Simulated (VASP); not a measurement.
Input:

```
Ni
1.0
    0.00000     1.73813     1.73813
    1.73813     0.00000     1.73813
    1.73813     1.73813     0.00000
Ni
1
Direct
  0.00000   0.00000   0.00000
```
Starting moments (μB, in the order of the record's atoms Ni): 0.8.

Calculation: r2SCAN meta-GGA, VASP's PBE PAW potentials (set 64) (plane waves; VASP). Settings: 480 eV cut-off, 16×16×16 Γ-centred mesh, first-order Methfessel-Paxton smearing of 0.10 eV, potentials Ni.

Stress in GPa, positive for a compressed cell; the cube axes lie along x, y and z, and the ions stay on their sites.

```
strain                                      σxx    σyy    σzz
----------------------------------------  -----  -----  -----
none                                       0.92   0.92   0.92
εxx = -0.5 %, εyy = -0.5 %                 3.41   3.41   2.71
εxx = -1.0 %                               4.11   2.73   2.73
εxx = +1.0 %, εzz = +1.0 %                -3.72  -2.47  -3.72
εxx = +0.5 %, εyy = +0.5 %, εzz = +0.5 %  -2.31  -2.31  -2.31
```

### Question
Fit C11 and C12 to these rows, and predict the stress for εzz = +4.0 %.

### Answer
Least squares on Δσ_i = −C11 ε_i − C12 (ε_j + ε_k) over all components shown gives C11 = 304 GPa and C12 = 172 GPa, and so σxx, σyy, σzz = -5.95, -5.95, -11.25 GPa. The run gave -5.19, -5.19, -10.49 GPa; the difference holds the non-linear terms and numerical noise.

Left out are shears, moved atoms, failed runs and, from the fit, strains over 2.5 %.

The compound is Ni in the fcc structure. The spin order is the one that the start imposed; others were not tried in this run.
